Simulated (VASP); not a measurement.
Data:

```xyz
17
Lattice="5.5764 0.0000 0.0000 0.0000 5.5764 0.0000 0.0000 0.0000 20.1059" Properties=species:S:1:pos:R:3 pbc="T T T"
Pd     1.3941     1.3915     7.1279
Pd     4.1823     1.3928     7.1300
Pd     1.3941     4.1849     7.1279
Pd     4.1823     4.1836     7.1300
Pd     5.5762     5.5764     9.0716
Pd     2.7884     5.5764     9.0716
Pd     5.5727     2.7882     9.0674
Pd     2.7920     2.7882     9.0674
Pd     1.3941     1.3854    11.0189
Pd     4.1823     1.3760    11.0221
Pd     1.3941     4.1910    11.0189
Pd     4.1823     4.2004    11.0221
Pd     5.5068     5.5764    13.0247
Pd     2.8578     5.5764    13.0247
Pd     5.5723     2.7882    12.9360
Pd     2.7923     2.7882    12.9360
F      1.3941     5.5764    14.5501
```

Method: PBE GGA, VASP's PBE PAW potentials (set 64) (plane waves; VASP). Numerical set-up: PREC = Normal, 400 eV cut-off, 5×5×1 Γ-centred mesh, first-order Methfessel-Paxton smearing of 0.10 eV, potentials Pd F.

**Question.** Predict the energy per atom (σ→0), band gap (on the k-mesh) with the smallest direct gap where there is one.

**Answer.** 
| Quantity | Result |
|---|---|
| band gap (on the k-mesh) | none (metal, semimetal or under 0.01 eV) |
| energy per atom (σ→0) | -4.805 eV/atom |

Total energies compare only between runs with the same potentials, cut-off and functional.

The cell is a thin slab with vacuum, built from Pd (fcc): (100) face, F adsorbed.
